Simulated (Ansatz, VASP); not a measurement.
# HfB in two plane-wave programs

Aim: how closely do two programs agree when they are given the same cell, functional and k mesh? The cell is taken from a series of runs on this material, whose earlier steps may have relaxed, scaled, displaced or heated it; both programs get it as it stands.

Main program and level: Ansatz 0.2.0; plane waves, with VASP 6.6.1 beside it; zone-centre phonons at PBE.

## (1) The starting structure

It takes space group Fm-3m (No. 225, cubic). The conventional cell has a = 4.834 Å, b = 4.834 Å, c = 4.834 Å, α = 90.00°, β = 90.00°, γ = 90.00°. Nearest to Hf lie 6 B at 2.42 Å. B has 6 Hf at 2.42 Å nearest. Farther neighbours are not listed.

Coordinates:

```cif
data_structure
_symmetry_space_group_name_H-M 'Fm-3m'
_symmetry_Int_Tables_number 225
_cell_length_a 4.8336
_cell_length_b 4.8336
_cell_length_c 4.8336
_cell_angle_alpha 90.000
_cell_angle_beta 90.000
_cell_angle_gamma 90.000
_cell_volume 112.93
loop_
_atom_site_label
_atom_site_type_symbol
_atom_site_symmetry_multiplicity
_atom_site_Wyckoff_symbol
_atom_site_fract_x
_atom_site_fract_y
_atom_site_fract_z
_atom_site_occupancy
Hf1 Hf 4 b 0.50000 0.00000 0.00000 1
B1 B 4 a 0.00000 0.00000 0.00000 1
```

## (2) VASP: zone-centre phonons, PBE

Second derivatives magnify differences that forces hide, and they need a tight electronic threshold.

Lines of VASP's logs that name or quote its potential files are left out, and so is its time.

INCAR

```
SYSTEM = HfB
PREC = Accurate
ENCUT = 500
EDIFF = 1E-08
NELM = 120
ISMEAR = 1
SIGMA = 0.15
LREAL = .FALSE.
ALGO = Normal
GGA = PE
NBANDS = 12
LASPH = .TRUE.
LORBIT = 11
LWAVE = .FALSE.
LCHARG = .FALSE.
ISIF = 2
IBRION = 8
GGA_COMPAT = .FALSE.
KPAR = 2
```

POSCAR

```
HfB
1.0
    0.0000000000      2.4167974171      2.4167974171
    2.4167974171      0.0000000000      2.4167974171
    2.4167974171      2.4167974171      0.0000000000
Hf B
1 1
Direct
    0.5000000000      0.5000000000      0.5000000000
    0.0000000000      0.0000000000      0.0000000000
```

KPOINTS

```
Automatic mesh
0
Gamma
16 16 16
0 0 0
```

Potentials, in the order of the species: Hf_pv and B (PBE family, release 64).

Run with:

```
> mpirun -np 2 vasp_std
```

Numbers of over 12 decimals in the logs are rounded to 6 here.

Output:

```text
[banner, memory and clock lines left out]
running    2 mpi-ranks, on    1 nodes
 distrk:  each k-point on    1 cores,    2 groups
 distr:  one band on    1 cores,    1 groups

 POSCAR found type information on POSCAR HfB
 POSCAR found :  2 types and       2 ions
 LDA part: xc-table for (Slater+PW92), standard interpolation
 POSCAR, INCAR and KPOINTS ok, starting setup
 FFT: planning ... GRIDC
 FFT: planning ... GRID_SOFT
 FFT: planning ... GRID
 WAVECAR not read
 entering main loop
       N       E                     dE             d eps       ncg     rms          rms(c)
DAV:   1     0.168927299783E+02    0.16893E+02   -0.70436E+03  3480   0.970E+02
DAV:   2    -0.181966852855E+02   -0.35089E+02   -0.33444E+02  4228   0.191E+02
DAV:   3    -0.192012612824E+02   -0.10046E+01   -0.99424E+00  4420   0.226E+01
DAV:   4    -0.192067810919E+02   -0.55198E-02   -0.55165E-02  3936   0.200E+00
DAV:   5    -0.192068208285E+02   -0.39737E-04   -0.39736E-04  4336   0.156E-01    0.537E+01
DAV:   6    -0.175194965913E+02    0.16873E+01   -0.47662E+00  3864   0.118E+01    0.347E+01
DAV:   7    -0.174794058827E+02    0.40091E-01   -0.59859E-01  4132   0.533E+00    0.110E+01
DAV:   8    -0.174626897017E+02    0.16716E-01   -0.72312E-02  3904   0.159E+00    0.104E+00
DAV:   9    -0.174624963509E+02    0.19335E-03   -0.26149E-03  4032   0.401E-01    0.270E-01
DAV:  10    -0.174625031938E+02   -0.68429E-05   -0.75220E-05  4224   0.698E-02    0.247E-02
DAV:  11    -0.174625036395E+02   -0.44571E-06   -0.35818E-06  4256   0.130E-02    0.274E-02
DAV:  12    -0.174625027662E+02    0.87333E-06   -0.11914E-06  4096   0.906E-03    0.956E-04
DAV:  13    -0.174625027785E+02   -0.12272E-07   -0.29195E-08  4108   0.152E-03    0.266E-04
DAV:  14    -0.174625028002E+02   -0.21749E-07   -0.33604E-09  1952   0.496E-04    0.185E-04
DAV:  15    -0.174625027974E+02    0.28643E-08   -0.35800E-10  1868   0.171E-04
   1 F= -.17462503E+02 E0= -.17462949E+02  d E =0.133713E-02
 Linear response reoptimize wavefunctions to high precision
DAV:   1    -0.174625027952E+02    0.21969E-08   -0.28500E-11  1988   0.480E-05
DAV:   2    -0.174625027952E+02   -0.27285E-11   -0.30450E-12  1824   0.135E-05
 Linear response DOF=           2
 Linear response progress:
  Degree of freedom:   1/  2
       N       E                     dE             d eps       ncg     rms          rms(c)
RMM:   1    -0.211681726906E+00   -0.21168E+00    0.44490E+00  9002   0.134E+01
RMM:   2    -0.215089802274E+00   -0.34081E-02   -0.33943E-02 12935   0.137E+00    0.487E-01
RMM:   3    -0.214341250066E+00    0.74855E-03   -0.13953E-03 16545   0.188E-01    0.161E-01
RMM:   4    -0.213888333203E+00    0.45292E-03   -0.11695E-04 17645   0.635E-02    0.129E-01
RMM:   5    -0.213422340127E+00    0.46599E-03   -0.38727E-05 16547   0.487E-02    0.134E-02
RMM:   6    -0.213393510172E+00    0.28830E-04   -0.27621E-06 17957   0.119E-02    0.268E-03
RMM:   7    -0.213400676085E+00   -0.71659E-05    0.35621E-06 16973   0.414E-03    0.305E-03
RMM:   8    -0.213399631814E+00    0.10443E-05    0.20010E-06 18262   0.978E-04    0.140E-03
RMM:   9    -0.213400729094E+00   -0.10973E-05    0.48769E-07 18287   0.334E-04    0.282E-04
RMM:  10    -0.213400749797E+00   -0.20702E-07   -0.31480E-07 18873   0.946E-05    0.411E-05
RMM:  11    -0.213400781628E+00   -0.31831E-07   -0.21403E-07 18763   0.373E-05    0.109E-05
RMM:  12    -0.213400791094E+00   -0.94658E-08   -0.10684E-07 18389   0.166E-05    0.145E-06
RMM:  13    -0.213400785197E+00    0.58970E-08   -0.71420E-08 16360   0.825E-06    0.989E-07
 first order change of Fermi-energy   0.71431E-03
 force on displaced ion       1 direction 1 :  -7.600   0.000   0.000
 Linear response progress:
  Degree of freedom:   2/  2
       N       E                     dE             d eps       ncg     rms          rms(c)
RMM:   1    -0.421793557959E-01   -0.42179E-01    0.53484E-03 18252   0.119E+00
RMM:   2    -0.409942665988E-01    0.11851E-02   -0.18723E-03 13647   0.224E-01    0.298E-01
RMM:   3    -0.411270100731E-01   -0.13274E-03   -0.48605E-04 12140   0.119E-01    0.150E-01
RMM:   4    -0.417274166985E-01   -0.60041E-03   -0.31860E-04 13042   0.880E-02    0.194E-02
RMM:   5    -0.417356934464E-01   -0.82767E-05   -0.17400E-05 13647   0.248E-02    0.637E-03
RMM:   6    -0.417457525031E-01   -0.10059E-04   -0.16234E-06 14573   0.624E-03    0.197E-03
RMM:   7    -0.417388510464E-01    0.69015E-05   -0.21961E-07 13409   0.273E-03    0.729E-04
RMM:   8    -0.417425010743E-01   -0.36500E-05   -0.30323E-08 14124   0.746E-04    0.884E-04
RMM:   9    -0.417409502409E-01    0.15508E-05   -0.47830E-09 13383   0.324E-04    0.847E-05
RMM:  10    -0.417417601882E-01   -0.80995E-06   -0.10485E-09 14541   0.126E-04    0.416E-05
RMM:  11    -0.417417022802E-01    0.57908E-07   -0.93752E-11 15262   0.311E-05    0.283E-05
RMM:  12    -0.417416346580E-01    0.67622E-07   -0.17244E-09 13670   0.123E-05    0.657E-06
RMM:  13    -0.417416412647E-01   -0.66067E-08   -0.62241E-10 12781   0.346E-06    0.150E-06
 first order change of Fermi-energy  -0.39055E-03
 force on displaced ion       2 direction 1 :  -7.596   0.000   0.000
 Linear response finished
```

From OUTCAR (step 2):

```text
ion  position               nearest neighbor table
   1  0.500  0.500  0.500-   2 2.42   2 2.42   2 2.42   2 2.42   2 2.42   2 2.42
   2  0.000  0.000  0.000-   1 2.42   1 2.42   1 2.42   1 2.42   1 2.42   1 2.42

  LATTYP: Found a face centered cubic cell.
 ALAT       =     4.8335948342

 Subroutine GETGRP returns: Found 48 space group operations
 (whereof 48 operations were pure point group operations)

The static configuration has the point symmetry O_h .

 Found    145 irreducible k-points:

   k-points           NKPTS =    145   k-points in BZ     NKDIM =    145   number of bands    NBANDS=     12

   dimension x,y,z NGX =    28 NGY =   28 NGZ =   28
   dimension x,y,z NGXF=    56 NGYF=   56 NGZF=   56

   ENCUT  =  500.0 eV  36.75 Ry    6.06 a.u.   6.23  6.23  6.23*2*pi/ulx,y,z

   NELECT =      13.0000    total number of electrons

 k-points in reciprocal lattice and weights: Automatic mesh
   0.00000000  0.00000000  0.00000000       0.000
   0.06250000  0.00000000  0.00000000       0.002
   0.12500000  0.00000000  0.00000000       0.002
   0.18750000  0.00000000  0.00000000       0.002
   0.25000000  0.00000000  0.00000000       0.002
   0.31250000  0.00000000  0.00000000       0.002
   0.37500000  0.00000000  0.00000000       0.002
   0.43750000  0.00000000  0.00000000       0.002
   0.50000000  0.00000000  0.00000000       0.001
[...]
-0.31250000  0.50000000  0.18750000       0.003
  -0.25000000  0.50000000  0.25000000       0.001

 average (electrostatic) potential at core
       1 -36.6014       2 -26.7956

  Total        0.0194673      0.0194673      0.0194673     -0.0000000     -0.0000000      0.0000000
  in kB        1.1047516      1.1047516      1.1047516     -0.0000000     -0.0000000      0.0000000
  external PRESSURE =       1.1047516 kB  Pullay stress =       0.0000000 kB

  energy-cutoff  :      500.00
  volume of cell :       28.23
      direct lattice vectors                 reciprocal lattice vectors
     0.000000000  2.416797417  2.416797417    -0.206885358  0.206885358  0.206885358
     2.416797417  0.000000000  2.416797417     0.206885358 -0.206885358  0.206885358
     2.416797417  2.416797417  0.000000000     0.206885358  0.206885358 -0.206885358

 POSITION                                       TOTAL-FORCE (eV/Angst)
 -----------------------------------------------------------------------------------
      2.41680      2.41680      2.41680         0.000000     -0.000000     -0.000000
      0.00000      0.00000      0.00000         0.000000      0.000000      0.000000
 -----------------------------------------------------------------------------------
    total drift:                                0.000000      0.000000      0.000000

 Eigenvectors and eigenvalues of the dynamical matrix
 ----------------------------------------------------

   1 f  =   13.495475 THz    84.794571 2PiTHz  450.160596 cm-1    55.812776 meV
             X         Y         Z           dx          dy          dz
      2.416797  2.416797  2.416797     0.000000    0.239034    0.000000
      0.000000  0.000000  0.000000     0.000000   -0.971011    0.000000

   2 f  =   13.495475 THz    84.794571 2PiTHz  450.160596 cm-1    55.812776 meV
             X         Y         Z           dx          dy          dz
      2.416797  2.416797  2.416797    -0.239034    0.000000    0.000000
      0.000000  0.000000  0.000000     0.971011    0.000000    0.000000

   3 f  =   13.495475 THz    84.794571 2PiTHz  450.160596 cm-1    55.812776 meV
             X         Y         Z           dx          dy          dz
      2.416797  2.416797  2.416797     0.000000    0.000000   -0.239034
      0.000000  0.000000  0.000000     0.000000    0.000000    0.971011

   4 f/i=    0.000787 THz     0.004944 2PiTHz    0.026247 cm-1     0.003254 meV
             X         Y         Z           dx          dy          dz
      2.416797  2.416797  2.416797     0.000000   -0.971011    0.000000
      0.000000  0.000000  0.000000     0.000000   -0.239034    0.000000

   5 f/i=    0.000787 THz     0.004944 2PiTHz    0.026247 cm-1     0.003254 meV
             X         Y         Z           dx          dy          dz
      2.416797  2.416797  2.416797     0.971011    0.000000    0.000000
      0.000000  0.000000  0.000000     0.239034    0.000000    0.000000

   6 f/i=    0.000787 THz     0.004944 2PiTHz    0.026247 cm-1     0.003254 meV
             X         Y         Z           dx          dy          dz
      2.416797  2.416797  2.416797     0.000000    0.000000    0.971011
      0.000000  0.000000  0.000000     0.000000    0.000000    0.239034

 ELASTIC MODULI CONTR FROM IONIC RELAXATION (kBar)
 Direction    XX          YY          ZZ          XY          YZ          ZX
 --------------------------------------------------------------------------------
 XX           0.0000      0.0000      0.0000      0.0000      0.0000      0.0000
 YY           0.0000      0.0000      0.0000      0.0000      0.0000      0.0000
 ZZ           0.0000      0.0000      0.0000      0.0000      0.0000      0.0000
 XY           0.0000      0.0000      0.0000      0.0000      0.0000      0.0000
 YZ           0.0000      0.0000      0.0000      0.0000      0.0000      0.0000
 ZX           0.0000      0.0000      0.0000      0.0000      0.0000      0.0000
 --------------------------------------------------------------------------------
```

Energies printed during the response cycles are not total energies of the cell.

(Continued in part 2 of 2.)

[Lines on the potential files, build, host, timing and source positions are cut from VASP's logs without a mark.]

[Logs are printed without paths, hosts, clocks, repeated set-up lines and the standing remarks that a program may print on its own settings, such as how far it seeks lower states.]

[Hosts, paths, dates, database ids (printed as entryN), source tags and the programs' standing remarks are cut or masked in the printed files.]
